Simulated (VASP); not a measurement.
Set up this calculation in VASP 6.6.1, as the native input.

```yaml
Task: single point
Functional: LDA
Potentials_or_basis: VASP PAW LDA potentials, release 64 (Sn, F, N)
Cutoff: 500 eV
k_mesh: 6 × 6 × 8
Occupations: gaussian, width 0.05 eV
Spin: no spin polarisation
Further_INCAR_settings: ALGO = Normal; EDIFF = 1e-06; NBANDS = 22
```

The structure of SnN2F2 lies in POSCAR:

```
SnN2F2
1.0
    4.3970390000     -2.6470130000      0.0000000000
    4.3970390000      2.6470130000      0.0000000000
   -1.2529480000      0.0000000000      3.5211200000
Sn F N
1 2 2
Direct
    0.0000000000      0.0000000000      0.0000000000
    0.1723560000      0.1723560000      0.6365290000
    0.8276440000      0.8276440000      0.3634710000
    0.4619940000      0.4619940000      0.0939310000
    0.5380060000      0.5380060000      0.9060690000
```

The cell comes from a database or a generator and needn't be the stable form of this composition.

The input as run:

INCAR

```
SYSTEM = SnN2F2
  PREC = Accurate
  ENCUT = 500
  EDIFF = 1E-6
  ISMEAR = 0
  SIGMA = 0.05
  LREAL = .False.
  LASPH = .True.
  NELM = 80
  ALGO = Normal
  ISIF = 2
  LWAVE = .False.
  LCHARG = .False.
  NBANDS = 22
```

KPOINTS

```
regular mesh
0
Gamma
  6 6 8
  0 0 0
```

Potentials or basis: VASP PAW LDA potentials, release 64 (Sn, F, N).

Run with:

```console
$ cat potpaw_LDA.64/Sn/POTCAR potpaw_LDA.64/F/POTCAR potpaw_LDA.64/N/POTCAR > POTCAR
$ mpirun -np 1 vasp_std > vasp.out
```

Results of the run:

```yaml
Pressure: -0.6 GPa
Largest_force: 1.305 eV/Å
Band_gap_on_the_k_mesh: 0.97 eV, direct
```

Caveat: the standard files for N, O and F lose accuracy on very short bonds; spin-orbit coupling is left out, which moves the levels of the heavy elements; forces of over 1 eV/Å show positions far from the minimum, so gaps and moduli don't describe the material at rest.

Run time: 81 s on 1 thread of AMD EPYC 9R45 (Zen 5), with other jobs on the host, peak memory 0.23 GiB.
